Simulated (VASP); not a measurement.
Output of a VASP run:

File OUTCAR:
```
 ion  position               nearest neighbor table
   1  0.500  0.500  0.500-   2 2.61   2 2.61   2 2.61   2 2.61   2 2.61   2 2.61   2 2.61   2 2.61
  LATTYP: Found a simple cubic cell.
 ALAT       =     3.0090000000
 Subroutine PRICEL returns:
 Original cell was already a primitive cell.
 Subroutine GETGRP returns: Found 48 space group operations
The static configuration has the point symmetry O_h .
The dynamic configuration has the point symmetry O_h .
 Subroutine INISYM returns: Found 48 space group operations
 Subroutine IBZKPT returns following result:
 Found     56 irreducible k-points:

 Following reciprocal coordinates:
            Coordinates               Weight
  0.041667  0.041667  0.041667      8.000000
  0.125000  0.041667  0.041667     24.000000
  0.208333  0.041667  0.041667     24.000000
  0.291667  0.041667  0.041667     24.000000
  0.375000  0.041667  0.041667     24.000000
  0.458333  0.041667  0.041667     24.000000
  0.125000  0.125000  0.041667     24.000000
  0.208333  0.125000  0.041667     48.000000
  0.291667  0.125000  0.041667     48.000000
  0.375000  0.125000  0.041667     48.000000
  0.458333  0.125000  0.041667     48.000000
  0.208333  0.208333  0.041667     24.000000
  0.291667  0.208333  0.041667     48.000000
  0.375000  0.208333  0.041667     48.000000
  0.458333  0.208333  0.041667     48.000000
  0.291667  0.291667  0.041667     24.000000
  0.375000  0.291667  0.041667     48.000000
  0.458333  0.291667  0.041667     48.000000
  0.375000  0.375000  0.041667     24.000000
  0.458333  0.375000  0.041667     48.000000
  0.458333  0.458333  0.041667     24.000000
  0.125000  0.125000  0.125000      8.000000
  0.208333  0.125000  0.125000     24.000000
  0.291667  0.125000  0.125000     24.000000
  0.375000  0.125000  0.125000     24.000000
  0.458333  0.125000  0.125000     24.000000
  0.208333  0.208333  0.125000     24.000000
  0.291667  0.208333  0.125000     48.000000
  0.375000  0.208333  0.125000     48.000000
  0.458333  0.208333  0.125000     48.000000
  0.291667  0.291667  0.125000     24.000000
  0.375000  0.291667  0.125000     48.000000
  0.458333  0.291667  0.125000     48.000000
  0.375000  0.375000  0.125000     24.000000
  0.458333  0.375000  0.125000     48.000000
  0.458333  0.458333  0.125000     24.000000
  0.208333  0.208333  0.208333      8.000000
  0.291667  0.208333  0.208333     24.000000
  0.375000  0.208333  0.208333     24.000000
  0.458333  0.208333  0.208333     24.000000
   k-points           NKPTS =     56   k-points in BZ     NKDIM =     56   number of bands    NBANDS=     15
   number of dos      NEDOS =    301   number of ions     NIONS =      2
   total plane-waves  NPLWV =   8000
   dimension x,y,z NGX =    20 NGY =   20 NGZ =   20
   dimension x,y,z NGXF=    40 NGYF=   40 NGZF=   40
   ions per type =               1   1
   PREC   = accura    normal or accurate (medium, high low for compatibility)
   ISTART =      0    job   : 0-new  1-cont  2-samecut
   ICHARG =      2    charge: 1-file 2-atom 10-const
   ISPIN  =      1    spin polarized calculation?
   LNONCOLLINEAR =      F non collinear calculations
   LSORBIT =      F    spin-orbit coupling
   INIWAV =      1    electr: 0-lowe 1-rand  2-diag
   ENCUT  =  400.0 eV  29.40 Ry    5.42 a.u.   4.91  4.91  4.91*2*pi/ulx,y,z
   NELM   =    100;   NELMIN=  2; NELMDL= -5     # of ELM steps
   EDIFF  = 0.1E-05   stopping-criterion for ELM
   LREAL  =      F    real-space projection
   NLSPLINE    = F    spline interpolate recip. space projectors
   LMAXMIX     =    4 max onsite mixed and CHGCAR
   VOSKOWN=      0    Vosko Wilk Nusair interpolation
   EDIFFG = 0.1E-04   stopping-criterion for IOM
   NSW    =      0    number of steps for IOM
   NBLOCK =      1;   KBLOCK =      1    inner block; outer block
   IBRION =     -1    ionic relax: 0-MD 1-quasi-New 2-CG
   NFREE  =      0    steps in history (QN), initial steepest desc. (CG)
...
```

OSZICAR:
```
       N       E                     dE             d eps       ncg     rms          rms(c)
DAV:   1     0.101093584174E+03    0.10109E+03   -0.10020E+04  1752   0.207E+03
DAV:   2    -0.330813148602E+01   -0.10440E+03   -0.10140E+03  1680   0.302E+02
DAV:   3    -0.600217449375E+01   -0.26940E+01   -0.26849E+01  2079   0.660E+01
DAV:   4    -0.601885139919E+01   -0.16677E-01   -0.16675E-01  1932   0.440E+00
DAV:   5    -0.601909351314E+01   -0.24211E-03   -0.24211E-03  2197   0.580E-01    0.902E+00
DAV:   6    -0.596362085494E+01    0.55473E-01   -0.17156E+01  1811   0.105E+02    0.616E+00
DAV:   7    -0.500722199017E+01    0.95640E+00   -0.37995E+00  1806   0.971E+01    0.202E+00
DAV:   8    -0.501184796069E+01   -0.46260E-02   -0.21000E-01  2289   0.686E+00    0.118E+00
DAV:   9    -0.500275287486E+01    0.90951E-02   -0.25159E-02  2004   0.396E+00    0.502E-02
DAV:  10    -0.500277479114E+01   -0.21916E-04   -0.66454E-04  2583   0.530E-01    0.292E-02
DAV:  11    -0.500277204542E+01    0.27457E-05   -0.43999E-05  2275   0.177E-01    0.130E-02
DAV:  12    -0.500277114649E+01    0.89892E-06   -0.20267E-06  1364   0.379E-02
   1 F= -.50027711E+01 E0= -.50028588E+01  d E =0.262906E-03
```

OUTCAR:
```
------------------------ aborting loop because EDIFF is reached ----------------------------------------
  FORCE on cell =-STRESS in cart. coord.  units (eV):
  Direction    XX          YY          ZZ          XY          YZ          ZX
  --------------------------------------------------------------------------------------
  Total       -0.8633713     -0.8633713     -0.8633713     -0.0000000     -0.0000000      0.0000000
  in kB      -50.7740299    -50.7740299    -50.7740299     -0.0000000     -0.0000000      0.0000000
  external PRESSURE =     -50.7740299 kB  Pullay stress =       0.0000000 kB
  volume of cell :       27.24
      direct lattice vectors                 reciprocal lattice vectors
     3.009000000  0.000000000  0.000000000     0.332336324  0.000000000  0.000000000
     0.000000000  3.009000000  0.000000000     0.000000000  0.332336324  0.000000000
     0.000000000  0.000000000  3.009000000     0.000000000  0.000000000  0.332336324
 POSITION                                       TOTAL-FORCE (eV/Angst)
 -----------------------------------------------------------------------------------
      1.50450      1.50450      1.50450         0.000000      0.000000      0.000000
      0.00000      0.00000      0.00000         0.000000      0.000000      0.000000
 -----------------------------------------------------------------------------------
    total drift:                               -0.000000      0.000000      0.000000
  FREE ENERGIE OF THE ION-ELECTRON SYSTEM (eV)
  ---------------------------------------------------
  free  energy   TOTEN  =        -5.0027711465 eV

  energy  without entropy=       -5.0030340528  energy(sigma->0) =       -5.00285878
```
(Selected blocks of OUTCAR.)

**POSCAR**
```
CuZn
1
    3.0090000000     0.0000000000     0.0000000000
    0.0000000000     3.0090000000     0.0000000000
    0.0000000000     0.0000000000     3.0090000000
Zn Cu
1 1
Direct
  0.5000000000   0.5000000000   0.5000000000
  0.0000000000   0.0000000000   0.0000000000
```

### Question
Reconstruct the remaining input files.

### Answer
This is not unique; one that fits is the input of the run itself, PBE GGA, plane waves, VASP's PBE PAW potentials (set 64).

KPOINTS:
```
K-points
0
Monkhorst
12 12 12
0 0 0
```

**INCAR**
```
LMAXMIX = 4   ! l cut-off of mixed one-centre charges
LASPH = T   ! aspherical one-centre terms
LWAVE = F
LCHARG = F
LREAL = F
GGA = PE
SIGMA = 0.1   ! width (eV)
SYSTEM = CuZn
ISIF = 2   ! forces and stress, cell fixed
ALGO = Normal
PREC = Accurate
NELM = 100   ! most electronic steps
ENCUT = 400   ! plane-wave cut-off (eV)
ISMEAR = 1   ! Methfessel-Paxton
EDIFF = 1E-6
```

POTCAR, in this order: Zn Cu (PBE.64 set). Program: vasp_std.

The compound is CuZn in the CsCl type structure. The cell was not relaxed at this level. The run is one of a series of settings (KPOINTS 12×12×12 Monkhorst-Pack mesh against the base run), some of them coarse on purpose. The electron count is odd and the run is not spin-polarised, which forces a metal.
